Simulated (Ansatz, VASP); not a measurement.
# Cross-check of H between VASP and Ansatz

One calculation is typed for both programs; each brings its own data sets. How far apart do they land? The two relaxations start from unlike cells of this crystal (the structure described is Ansatz's start), so only their ends are compared.

Method: plane waves, with VASP 6.6.1 beside it; relaxation of cell and atoms at LDA, in Ansatz 0.2.0.

## (1) The structure

It takes space group I4/mmm (No. 139, tetragonal). Conventional cell: a = 2.805 Å, b = 2.805 Å, c = 3.901 Å, α = 90.00°, β = 90.00°, γ = 90.00°. Nearest to H lie 1 H at 0.77 Å.

Coordinates:

```cif
data_structure
_symmetry_space_group_name_H-M 'I4/mmm'
_symmetry_Int_Tables_number 139
_cell_length_a 2.8047
_cell_length_b 2.8047
_cell_length_c 3.9008
_cell_angle_alpha 90.000
_cell_angle_beta 90.000
_cell_angle_gamma 90.000
_cell_volume 30.68
loop_
_atom_site_label
_atom_site_type_symbol
_atom_site_symmetry_multiplicity
_atom_site_Wyckoff_symbol
_atom_site_fract_x
_atom_site_fract_y
_atom_site_fract_z
_atom_site_occupancy
H1 H 4 e 0.00000 0.00000 0.90137 1
```

## (2) Ansatz: relaxation of cell and atoms, LDA

Ansatz runs on norm-conserving files, of PseudoDojo where its log says so.

The relaxed volume is the usual yardstick between codes: in a stiff, nearly cubic crystal its relative difference is about their pressure difference at one cell divided by the bulk modulus.

File input.yaml:

```yaml
crystal:
  lattice:
    - [-1.4023365122, 1.4023365122, 1.9504239486]
    - [1.4023365122, -1.4023365122, 1.9504239486]
    - [1.4023365122, 1.4023365122, -1.9504239486]
  atoms:
    - { symbol: H, position: [0.9013666319, 0.9013666319, 0.0] }
    - { symbol: H, position: [0.0986333681, 0.0986333681, 0.0] }
kpoints:
  mp_grid: { grid: [10, 10, 10] }
hamiltonian:
  xc: lda
  pseudopotentials: { kind: nc, accuracy: standard }
scf:
  occupations: { method: gaussian, width: 0.02 }
output:
  forces: true
  stress: true
  eigenvalues: true
relax:
  adjacent_minimum: "off"
  f_tol: 0.003
  max_steps: 80
  cell: { stress_tol: 0.03 }
```

Started as:

```bash
> ansatz run input.yaml --threads 2 --pin off --max-ram 4096MiB --backend cpu --events-out ev --progress --plain --runs-dir out
```

Numbers of over 12 decimals in the logs are rounded to 6 here.

The log of the run:

```text
Engine: ansatz 0.2.0, aarch64-unknown-linux-gnu
Pseudopotentials: kind: nc
Pseudopotential: H, nc, valence charge 1, recommended cutoff 1006.821291 eV (normal), H.nc.azcp (PseudoDojo's, or run here from an input of PseudoDojo's; its table is named by hamiltonian.pseudopotentials.accuracy)
Functional definition: SPW92
  exchange = slater_x
  correlation = pw_c
Crystal: 2 atoms, lattice volume = 15.342 Å³
Basis set: ecut = 1006.821291 eV, 1115 PW (Γ)
Bands: 5, of which v1, the nominal top of the filled ones, is band 1 counted from 1 (0 counted from 0)
Symmetry: 16 space group operations
Space group: I4/mmm (ITA 139), of the structure as read, at distance tolerance 2.5e-5 Å
k-points: 102 of 1000
Non-local potential: H, projectors of the file, l = 0: 2, l = 1: 1
Initial density: superposition of atomic densities (chi_scale 0.1, normalization cell)
Initial wavefunctions: pseudopotential atomic-orbital guess
Functional: x = slater, c = lda
SCF iter   1: F=—  HF=-31.562191 eV  |F-HF|=—  |Δ(HF+E_count)|=         —  Δρ=1.06e-1  dr2=1.25e0  ethr=3.10e-3  ⟨swp⟩=4.0  Hψ=4712  notcnv=0
preconditioner: auto → none  [insulator: Δε(μ)=8.742 eV  Ē_g=19.715 eV  σ=0.020 eV  W_gap=1.00  n_scr=0 (ndim 8)  ℏωp=13.4 eV  f_vac=0.000  D(μ)=0.00/eV (n_scr^D=0)  ε∞_Penn≈1.5]
SCF iter   2: F=—  HF=-31.137370 eV  |F-HF|=—  |Δ(HF+E_count)|=   4.25e-1  Δρ=3.93e-2  dr2=1.75e-1  ethr=3.10e-3  ⟨swp⟩=3.2  Hψ=1863  notcnv=0
SCF iter   3: F=—  HF=-31.067144 eV  |F-HF|=—  |Δ(HF+E_count)|=   7.02e-2  Δρ=1.20e-3  dr2=8.83e-5  ethr=3.10e-3  ⟨swp⟩=3.1  Hψ=1090  notcnv=0
SCF iter   4: F=—  HF=-31.067137 eV  |F-HF|=—  |Δ(HF+E_count)|=   6.72e-6  Δρ=1.51e-4  dr2=3.07e-6  ethr=4.42e-6  ⟨swp⟩=2.4  Hψ=728  notcnv=0
SCF iter   5: F=-31.067137 eV  HF=-31.067137 eV  |F-HF|=7.12e-9  |Δ(HF+E_count)|=   4.72e-7  Δρ=1.12e-5  dr2=1.18e-8  ethr=5.00e-9  ⟨swp⟩=4.3  Hψ=2994  notcnv=0
SCF 1 converged in 5 iterations: F = -31.067137 eV  dr2 = 1.18e-8
relax step   1: F+E_penalty+E_count = -31.06713740 eV  Δ(F+E_penalty+E_count) = +0.000e0 eV  max|allowed force component| = 1.791e-2 eV/Å  Δτ_max = 0.0000 Å  P = +0.030 GPa  Ω = 15.342 Å³  (5 SCF iters, dr2 threshold 1.00e-7 eV, accepted)
[...]
relax step   2: F+E_penalty+E_count = -31.06715266 eV  Δ(F+E_penalty+E_count) = -1.525e-5 eV  max|allowed force component| = 1.151e-3 eV/Å  Δτ_max = 0.0007 Å  P = -0.010 GPa  Ω = 15.330 Å³  energy of the carried Pulay correction = +2.740e-6 eV  (3 SCF iters, dr2 threshold 2.00e-8 eV, accepted)
[...]
relax step   3: F+E_penalty+E_count = -31.06716894 eV  Δ(F+E_penalty+E_count) = -1.628e-5 eV  max|allowed force component| = 8.133e-3 eV/Å  Δτ_max = 0.0011 Å  P = -0.025 GPa  Ω = 15.307 Å³  energy of the carried Pulay correction = +7.845e-6 eV  (3 SCF iters, dr2 threshold 6.73e-9 eV, accepted)
[...]
relax step   4: F+E_penalty+E_count = -31.06718247 eV  Δ(F+E_penalty+E_count) = -1.353e-5 eV  max|allowed force component| = 4.258e-4 eV/Å  Δτ_max = 0.0009 Å  P = +0.003 GPa  Ω = 15.296 Å³  energy of the carried Pulay correction = +1.019e-5 eV  (3 SCF iters, dr2 threshold 2.75e-8 eV, accepted)
[...]
relax step   5: F+E_penalty+E_count = -31.06718869 eV  Δ(F+E_penalty+E_count) = -6.219e-6 eV  max|allowed force component| = 1.647e-3 eV/Å  Δτ_max = 0.0011 Å  P = +0.011 GPa  Ω = 15.286 Å³  energy of the carried Pulay correction = +1.241e-5 eV  (7 SCF iters, accepted)
[...]
relax step   6: F+E_penalty+E_count = -31.06718296 eV  Δ(F+E_penalty+E_count) = +5.731e-6 eV  max|allowed force component| = 1.541e-3 eV/Å  Δτ_max = 0.0000 Å  P = +0.010 GPa  Ω = 15.286 Å³  stress off target by 1.07e-2 GPa  SCF on the basis re-selected at this cell (its energy is not comparable with the rows above)  (4 SCF iters)
basis re-selected at this cell: Δ(F+E_penalty+E_count) = +5.731e-6 eV, ΔP = -0.001 GPa vs the last step (what re-selecting the basis moved, of the pressure what is left beyond the Pulay correction that the steps carried, after the strain that the cell walked since its last selection, with what the two solves' SCF thresholds leave and, on support functions, any second-order correction that the steps lacked; it is no m [...]
SCF converged after 4 iterations
Free energy (F): -31.067183 eV
Harris-Foulkes:  -31.067183 eV  (|F-HF|=7.14e-13)
Internal energy: -31.067183 eV  (E = F + TS)
E sigma→0 (E₀):  -31.067183 eV
Fermi energy:    -2.534861 eV
--- Per-component energies (eV) ---
  E_band       = -15.715255
  E_kinetic    = 28.985769
  E_local      = -30.625395  (includes V_loc(G=0)·N_el)
  E_nonlocal   = -4.990141
  E_hartree    = 7.130693
  E_xc         = -17.877278
  E_vxc        = -23.346879  (∫ρ·V_xc dr)
  E_ewald      = -13.690832
  E_smearing   = -0.000000  (= −TS)
  E_closure    = 0.000000  (closes the sum)
  Σ components = -31.067183   (vs F -31.067183, Δ=0.00e0)
--- Forces (eV/Å), atoms counted from 1 ---
  atom   1  H      0.00000000    -0.00000000    -0.00154149
  atom   2  H      0.00000000    -0.00000000     0.00154149
  max |Σ_I F_I| component: 3.47e-18 eV/Å
--- Stress (GPa, compression-positive) ---
        0.010662      -0.000000       0.000000
       -0.000000       0.010662       0.000000
        0.000000       0.000000       0.008253
  P = ⅓ Tr σ = 0.0099 GPa (0.099 kbar)
--- Band table (eV; the first three rows and the last of 102) ---
  k-point 0: bands = ["-10.9617", "10.4757", "13.0065", "21.3370", "21.3370"]
  k-point 1: bands = ["-10.6821", "9.6673", "12.2065", "19.3326", "20.3552"]
  k-point 2: bands = ["-9.8789", "7.9736", "10.6550", "16.9062", "17.7580"]
  k-point 101: bands = ["-6.1359", "1.5564", "9.5322", "12.3079", "12.3079"]
--- Relaxed structure (5 steps of the walk, 5 accepted, 1 SCFs on fresh bases) ---
  F+E_penalty+E_count = -31.06718296 eV   max|allowed force component| = 1.541e-3 eV/Å   (the final SCF, on the basis selected at the relaxed cell)
  cell:  # Å, volume = 15.2860 Å³
    - [-1.406126, 1.406126, 1.932800]
    - [1.406126, -1.406126, 1.932800]
    - [1.406126, 1.406126, -1.932800]
  atoms:
    - { symbol: H, position: [0.900399, 0.900399, 0] }
    - { symbol: H, position: [0.099601, 0.099601, 0] }
```

## (3) VASP: relaxation of cell and atoms, LDA

Its own start cell and the same functional (in two slightly different forms), mesh and smearing now go to VASP, with its own data sets.

Lines of VASP's logs that name or quote its potential files are left out, and so is its time.

File INCAR:

```
SYSTEM = H
PREC = Accurate
ENCUT = 500
EDIFF = 1E-07
NELM = 120
ISMEAR = 0
SIGMA = 0.02
LREAL = .FALSE.
ALGO = Normal
GGA = CA
NBANDS = 7
LORBIT = 11
LWAVE = .FALSE.
LCHARG = .FALSE.
ISIF = 3
IBRION = 2
NSW = 80
EDIFFG = -0.005
LASPH = .TRUE.
GGA_COMPAT = .FALSE.
NELMIN = 4
EFERMI = MIDGAP
```

File POSCAR:

```
H
1.0
   -1.3798567578      1.3798567578      1.9112404320
    1.3798567578     -1.3798567578      1.9112404320
    1.3798567578      1.3798567578     -1.9112404320
H
2
Direct
    0.8990843166      0.8990843166      0.0000000000
    0.1009156834      0.1009156834      0.0000000000
```

File KPOINTS:

```
Automatic mesh
0
Gamma
10 10 10
0 0 0
```

The projector-augmented-wave data sets are H (LDA family, release 64).

Started as:

```bash
> mpirun -np 1 vasp_std
```

The log of the run:

```text
[banner, memory and clock lines left out]
running    1 mpi-ranks, on    1 nodes
 distrk:  each k-point on    1 cores,    1 groups
 distr:  one band on    1 cores,    1 groups

 POSCAR found type information on POSCAR H
 POSCAR found :  1 types and       2 ions
 LDA part: xc-table for (Slater(with rela. corr.)+CA(PZ))
 , standard interpolation
 POSCAR, INCAR and KPOINTS ok, starting setup
 FFT: planning ... GRIDC
 FFT: planning ... GRID_SOFT
 FFT: planning ... GRID
 WAVECAR not read
 entering main loop
       N       E                     dE             d eps       ncg     rms          rms(c)
DAV:   1    -0.709625220634E+01   -0.70963E+01   -0.49854E+02  1449   0.191E+02
DAV:   2    -0.729052465030E+01   -0.19427E+00   -0.19427E+00  1904   0.923E+00
DAV:   3    -0.729073586984E+01   -0.21122E-03   -0.21122E-03  1624   0.288E-01
DAV:   4    -0.729073596654E+01   -0.96701E-07   -0.96701E-07  2051   0.656E-03
DAV:   5    -0.729073596657E+01   -0.31626E-10   -0.31626E-10  1617   0.683E-05    0.417E+00
DAV:   6    -0.695470542625E+01    0.33603E+00   -0.19182E-01  1442   0.156E+00    0.225E+00
DAV:   7    -0.680839305212E+01    0.14631E+00   -0.32897E-01  1442   0.215E+00    0.204E-01
DAV:   8    -0.680916497465E+01   -0.77192E-03   -0.16250E-03  1561   0.193E-01    0.701E-02
DAV:   9    -0.680902994192E+01    0.13503E-03   -0.28732E-04  1645   0.651E-02    0.640E-03
DAV:  10    -0.680903036578E+01   -0.42386E-06   -0.28906E-06  1694   0.116E-02    0.149E-03
DAV:  11    -0.680903052417E+01   -0.15839E-06   -0.73518E-08  1624   0.136E-03    0.111E-04
DAV:  12    -0.680903052250E+01    0.16744E-08   -0.17701E-10   854   0.839E-05
   1 F= -.68090305E+01 E0= -.68090305E+01  d E =-.680903E+01
[... from here on, the cycles between the ionic steps are left out ...]
   2 F= -.68090358E+01 E0= -.68090358E+01  d E =-.524688E-05
   3 F= -.68090497E+01 E0= -.68090497E+01  d E =-.191879E-04
   4 F= -.68090695E+01 E0= -.68090695E+01  d E =-.389874E-04
   5 F= -.68090769E+01 E0= -.68090769E+01  d E =-.463813E-04
   6 F= -.68090792E+01 E0= -.68090792E+01  d E =-.487231E-04
   7 F= -.68090813E+01 E0= -.68090813E+01  d E =-.200526E-05
   8 F= -.68090860E+01 E0= -.68090860E+01  d E =-.678047E-05
 curvature:  -1.12 expect dE=-0.224E-04 dE for cont linesearch -0.213E-05
 ZBRENT: increasing intervall
 opt :   0.3704  next Energy=    -6.809090 (dE=-0.107E-04)
 bond charge predicted
       N       E                     dE             d eps       ncg     rms          rms(c)
DAV:   1    -0.680909014747E+01   -0.41210E-05   -0.63725E-05  1638   0.465E-02    0.350E-03
DAV:   2    -0.680909002170E+01    0.12577E-06   -0.33387E-07  1505   0.352E-03    0.203E-03
DAV:   3    -0.680908998160E+01    0.40099E-07   -0.21307E-07  1421   0.181E-03    0.259E-04
DAV:   4    -0.680908998063E+01    0.96850E-09   -0.21276E-09   742   0.294E-04
   9 F= -.68090900E+01 E0= -.68090900E+01  d E =-.107351E-04
 curvature:  -2.08 expect dE=-0.127E-05 dE for cont linesearch -0.228E-08
 trial: gam= 0.02232 g(F)=  0.711E-07 g(S)=  0.542E-06 ort = 0.832E-06 (trialstep = 0.104E+00)
 search vector abs. value=  0.964E-06
 reached required accuracy - stopping structural energy minimisation
```

OUTCAR, selected parts (step 3):

```text
ion  position               nearest neighbor table
   1  0.899  0.899  0.000-   2 0.77
   2  0.101  0.101  0.000-   1 0.77

  LATTYP: Found a body centered tetragonal cell.
 ALAT       =     2.7597135156
 C/A-ratio  =     1.3851006064

 Subroutine GETGRP returns: Found 16 space group operations
 (whereof 16 operations were pure point group operations)

The static configuration has the point symmetry D_4h.

 Found    102 irreducible k-points:

   k-points           NKPTS =    102   k-points in BZ     NKDIM =    102   number of bands    NBANDS=      7

   dimension x,y,z NGX =    20 NGY =   20 NGZ =   20
   dimension x,y,z NGXF=    40 NGYF=   40 NGZF=   40

   ENCUT  =  500.0 eV  36.75 Ry    6.06 a.u.   4.98  4.98  4.98*2*pi/ulx,y,z

   NELECT =       2.0000    total number of electrons

 k-points in reciprocal lattice and weights: Automatic mesh
   0.00000000  0.00000000  0.00000000       0.001
   0.10000000  0.00000000 -0.00000000       0.008
   0.20000000  0.00000000 -0.00000000       0.008
   0.30000000 -0.00000000  0.00000000       0.008
   0.40000000 -0.00000000  0.00000000       0.008
   0.50000000 -0.00000000  0.00000000       0.004
   0.10000000  0.10000000 -0.00000000       0.008
   0.20000000  0.10000000 -0.00000000       0.016
   0.30000000  0.10000000  0.00000000       0.016
[...]
-0.40000000 -0.40000000  0.40000000       0.002
   0.50000000  0.50000000  0.50000000       0.001

 average (electrostatic) potential at core
       1 -38.8302       2 -38.8302

 E-fermi :  -2.6524

 k-point     1 :       0.0000    0.0000    0.0000
  band No.  band energies     occupation
      1     -11.3978      2.00000
      2      11.0743      0.00000
      3      13.3732      0.00000
      4      22.0438      0.00000
      5      22.0438      0.00000
      6      23.5493      0.00000
    ...

 k-point     2 :       0.1000    0.0000   -0.0000
  band No.  band energies     occupation
      1     -11.1656      2.00000
      2       9.6750      0.00000
      3      13.8999      0.00000
      4      19.7383      0.00000
      5      20.8910      0.00000
      6      23.9037      0.00000
    ...

 k-point     3 :       0.2000    0.0000   -0.0000
  band No.  band energies     occupation
      1     -10.4908      2.00000
      2       7.0216      0.00000
      3      14.2593      0.00000
      4      17.1754      0.00000
      5      19.7133      0.00000
      6      24.7822      0.00000
    ...

  Total        0.0031254      0.0031254     -0.0017169      0.0000000      0.0000000      0.0000000
  in kB        0.3477682      0.3477682     -0.1910417      0.0000000      0.0000000      0.0000000
  external PRESSURE =       0.1681649 kB  Pullay stress =       0.0000000 kB

  energy-cutoff  :      500.00
  volume of cell :       14.40
      direct lattice vectors                 reciprocal lattice vectors
    -1.376973896  1.376973896  1.898526067     0.000000000  0.363115090  0.263362199
     1.376973896 -1.376973896  1.898526067     0.363115090  0.000000000  0.263362199
     1.376973896  1.376973896 -1.898526067     0.363115090  0.363115090  0.000000000

 POSITION                                       TOTAL-FORCE (eV/Angst)
 -----------------------------------------------------------------------------------
      0.00000      0.00000      3.41130         0.000000      0.000000     -0.000859
      1.37697      1.37697     -1.51278        -0.000000     -0.000000      0.000859
 -----------------------------------------------------------------------------------
    total drift:                               -0.000000     -0.000000      0.000000

  FREE ENERGIE OF THE ION-ELECTRON SYSTEM (eV)
  ---------------------------------------------------
  free  energy   TOTEN  =        -6.8090899806 eV

  energy  without entropy=       -6.8090899806  energy(sigma->0) =       -6.80908998

 reached required accuracy - stopping structural energy minimisation

 total charge
# of ion       s       p       d       tot
------------------------------------------
    1        0.579   0.026   0.000   0.606
    2        0.579   0.026   0.000   0.606
--------------------------------------------------
tot          1.158   0.053   0.000   1.211

[... 3 further parts left out ...]
```

CONTCAR:

```
H
   1.00000000000000
    -1.3769738962517988    1.3769738962517988    1.8985260671272941
     1.3769738962517988   -1.3769738962517988    1.8985260671272941
     1.3769738962517988    1.3769738962517988   -1.8985260671272941
  H
     2
Direct
     0.8984078756881434    0.8984078756881434    0.0000000000000000
     0.1015921243118565    0.1015921243118565    1.0000000000000000
```

The run keeps the 16 symmetry operations of its start, so it cannot find a distortion of lower symmetry.

## (4) Side by side

Known differences besides the potentials themselves: the two LDA forms differ slightly; the cutoff is 1006.82 eV in Ansatz and 500 eV in VASP; VASP's log shows a relativistic correction to its local exchange, Ansatz's none; Ansatz adds a Pulay correction to the stress that steers its cell, VASP none. Total energies have different zeros and are not compared.

The two programs side by side:

```tsv
quantity	Ansatz	VASP	difference
volume (Å³)	15.29	14.40	+6.16 %
edge a after relaxation, in the typed setting (Å)	2.773	2.720	+1.96 %
```

## (5) Results

```json
{"difference in volume (relaxation of cell and atoms, LDA)": "6.2 %"}
```

The difference in volume is 6.2 % (relaxation of cell and atoms, LDA), beyond the 1.2 % picked in this series as the mark of a large difference, as far as the stopping tolerances let one tell. What causes the difference of the relaxation of cell and atoms, LDA pair stays open here. Such differences can come from data sets, numerical settings and the points named under the comparisons, not from the functional's error against experiment.

[Lines on the potential files, build, host, timing and source positions are cut from VASP's logs without a mark.]

[Logs are printed without paths, hosts, clocks, repeated set-up lines and the standing remarks that a program may print on its own settings, such as how far it seeks lower states.]

[Hosts, paths, dates, database ids (printed as entryN), source tags and the programs' standing remarks are cut or masked in the printed files.]
